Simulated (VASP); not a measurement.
Input of a VASP 6.6.1 run:

Contents of POSCAR:

```
SiSnH6
1.0
   14.0000000000      0.0000000000      0.0000000000
    0.0000000000     12.0000000000      0.0000000000
    0.0000000000      0.0000000000     13.0000000000
Si Sn H
1 1 6
Cartesian
    6.2881999600      6.2191500000      5.3559000300
    7.5218000200      5.9684499600      7.5855000000
    4.8397000400      6.4530500400      5.5955000400
    6.4451000600      4.9858500000      4.5407000600
    6.8385000600      7.3702500000      4.5927000600
    7.3605000000      7.3837500000      8.5272999500
    9.1863000600      5.6871500400      7.3285000100
    6.8929000000      4.6582500000      8.4820000200
```

INCAR.step1

```
  PREC = Accurate
  ENCUT = 520
  EDIFF = 1E-5
  ISMEAR = 0
  SIGMA = 0.01
  LREAL = False
  LASPH = True
  NELM = 80
  ALGO = Normal
  ISIF = 2
  LWAVE = True
  LCHARG = False
  NBANDS = 22
  GGA = PE
```

File INCAR.step2:

```
  PREC = Accurate
  ENCUT = 520
  EDIFF = 1E-7
  ISMEAR = 0
  SIGMA = 0.01
  LREAL = False
  LASPH = True
  NELM = 80
  ALGO = Normal
  ISIF = 2
  LWAVE = False
  LCHARG = False
  GGA = PE
  LHFCALC = True
  HFSCREEN = 0.2
  PRECFOCK = Fast
  IVDW = 2
  NBANDS = 22
  ISTART = 1
```

File KPOINTS:

```
Automatic mesh
0
Gamma
  1 1 1
```

Potentials or basis: VASP PAW PBE potentials, release 64 (Si, Sn_d, H).

The run is started by

```bash
$ cat potpaw_PBE.64/Si/POTCAR potpaw_PBE.64/Sn_d/POTCAR potpaw_PBE.64/H/POTCAR > POTCAR
$ cp INCAR.step1 INCAR
$ mpirun -np 1 vasp_gam > vasp.out
$ cp INCAR.step2 INCAR
$ mpirun -np 1 vasp_gam > vasp.out
```

Task: What does it give for the gap between the frontier levels?

Result: 6.95 eV.

Task: What does it give for the Hirshfeld charges?

Result: Si +0.19; Sn +0.30; H -0.07, -0.09 e.

Forces on the atoms (eV/Å):
```
Si  -0.029  0.005 -0.053
Sn   0.019 -0.004  0.034
H    0.044 -0.004 -0.012
H   -0.002  0.034  0.017
H   -0.023 -0.035  0.022
H   -0.007  0.005  0.004
H    0.001  0.002 -0.013
H   -0.003 -0.004  0.001
```

Caveat: the PAW data sets were made with another functional, which shifts forces and pressure a little; spin-orbit coupling is left out, which moves the levels of the heavy elements.
